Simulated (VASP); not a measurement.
Level of theory: PBEsol GGA, VASP's PBE PAW potentials (set 64) (plane waves; VASP).

VASP input:

KPOINTS:
```
Automatic mesh
0
Gamma
10 10 10
0 0 0
```

**INCAR**
```
SYSTEM = VAl
PREC = Accurate
ENCUT = 400
EDIFF = 1E-6
NELM = 100
ALGO = Normal
LREAL = .FALSE.
LASPH = .TRUE.
ISMEAR = 1
SIGMA = 0.1
GGA = PS
LMAXMIX = 4
LWAVE = .FALSE.
LCHARG = .FALSE.
IBRION = 2
ISIF = 3
NSW = 60
EDIFFG = -0.01
```

**POSCAR**
```
VAl
1
    0.0000000000     2.8416827974     2.8416827974
    2.8416827974     0.0000000000     2.8416827974
    2.8416827974     2.8416827974     0.0000000000
V Al
1 1
Direct
  0.0000000000   0.0000000000   0.0000000000
  0.2500000000   0.2500000000   0.2500000000
```

POTCAR, in this order: V_sv Al (PBE.64 set). Program: vasp_std.

Output

### OSZICAR
```
       N       E                     dE             d eps       ncg     rms          rms(c)
DAV:   1     0.697353764239E+02    0.69735E+02   -0.72300E+03  1280   0.104E+03
DAV:   2    -0.100029214003E+02   -0.79738E+02   -0.77521E+02  1172   0.288E+02
DAV:   3    -0.119944032130E+02   -0.19915E+01   -0.18845E+01  1472   0.454E+01
DAV:   4    -0.120366858437E+02   -0.42283E-01   -0.42039E-01  1264   0.613E+00
DAV:   5    -0.120376260631E+02   -0.94022E-03   -0.93933E-03  1508   0.861E-01    0.140E+01
DAV:   6    -0.126345092524E+02   -0.59688E+00   -0.41054E+01  1320   0.587E+01    0.155E+01
DAV:   7    -0.976974951027E+01    0.28648E+01   -0.16993E+01  1312   0.418E+01    0.240E+00
DAV:   8    -0.975193198987E+01    0.17818E-01   -0.33902E-01  1236   0.476E+00    0.780E-01
DAV:   9    -0.975367232528E+01   -0.17403E-02   -0.16026E-02  1472   0.894E-01    0.340E-01
DAV:  10    -0.975218553979E+01    0.14868E-02   -0.81832E-03  1348   0.828E-01    0.999E-02
DAV:  11    -0.975218203987E+01    0.34999E-05   -0.61097E-04  1360   0.288E-01    0.513E-02
DAV:  12    -0.975215367837E+01    0.28362E-04   -0.14004E-04  1436   0.112E-01    0.702E-03
DAV:  13    -0.975215341705E+01    0.26132E-06   -0.30337E-06  1256   0.157E-02
   1 F= -.97521534E+01 E0= -.97524420E+01  d E =-.975215E+01
       N       E                     dE             d eps       ncg     rms          rms(c)
DAV:   1    -0.979721048317E+01   -0.45057E-01   -0.54685E-01  1308   0.107E+01    0.201E+00
DAV:   2    -0.982983564787E+01   -0.32625E-01   -0.92907E-01  1312   0.967E+00    0.249E+00
DAV:   3    -0.975289799124E+01    0.76938E-01   -0.32625E-01  1320   0.565E+00    0.189E-01
DAV:   4    -0.975261585025E+01    0.28214E-03   -0.48598E-03  1176   0.598E-01    0.475E-02
DAV:   5    -0.975262369029E+01   -0.78400E-05   -0.84054E-05  1412   0.739E-02    0.294E-02
DAV:   6    -0.975262570413E+01   -0.20138E-05   -0.82109E-06  1300   0.231E-02    0.875E-03
DAV:   7    -0.975262502876E+01    0.67537E-06   -0.37274E-06  1252   0.212E-02
   2 F= -.97526250E+01 E0= -.97529634E+01  d E =-.471612E-03
```

**OUTCAR**
```
------------------------ aborting loop because EDIFF is reached ----------------------------------------
  FORCE on cell =-STRESS in cart. coord.  units (eV):
  Direction    XX          YY          ZZ          XY          YZ          ZX
  --------------------------------------------------------------------------------------
  Total        0.0143180      0.0143180      0.0143180     -0.0000000      0.0000000      0.0000000
  in kB        0.5046602      0.5046602      0.5046602     -0.0000000      0.0000000      0.0000000
  external PRESSURE =       0.5046602 kB  Pullay stress =       0.0000000 kB
  volume of cell :       45.46
      direct lattice vectors                 reciprocal lattice vectors
    -0.000000000  2.832615895  2.832615895    -0.176515284  0.176515284  0.176515284
     2.832615895  0.000000000  2.832615895     0.176515284 -0.176515284  0.176515284
     2.832615895  2.832615895  0.000000000     0.176515284  0.176515284 -0.176515284
 POSITION                                       TOTAL-FORCE (eV/Angst)
 -----------------------------------------------------------------------------------
      5.66523      2.83262      2.83262        -0.000000     -0.000000     -0.000000
      1.41631      1.41631      1.41631         0.000000      0.000000      0.000000
 -----------------------------------------------------------------------------------
    total drift:                                0.000000      0.000000     -0.000000
  FREE ENERGIE OF THE ION-ELECTRON SYSTEM (eV)
  ---------------------------------------------------
  free  energy   TOTEN  =        -9.7526250288 eV

  energy  without entropy=       -9.7536400070  energy(sigma->0) =       -9.75296335

 reached required accuracy - stopping structural energy minimisation
```
(Selected blocks of OUTCAR.)

**CONTCAR**
```
VAl
   1.00000000000000
    -0.0000000000000000    2.8326158951503673    2.8326158951503673
     2.8326158951503673    0.0000000000000000    2.8326158951503673
     2.8326158951503673    2.8326158951503673    0.0000000000000000
  V               Al
     1     1
Direct
     0.0000000000000000    1.0000000000000000    1.0000000000000000
     0.2500000000000000    0.2500000000000000    0.2500000000000000
```

The structure was generated: VAl was put into the zinc blende type (F-43m), which need not be its known phase. This run relaxes it. Symmetry was kept, so distortions that lower it aren't found. The start is the result of an earlier pass. The run is not spin-polarised, so no magnetic state was tried.
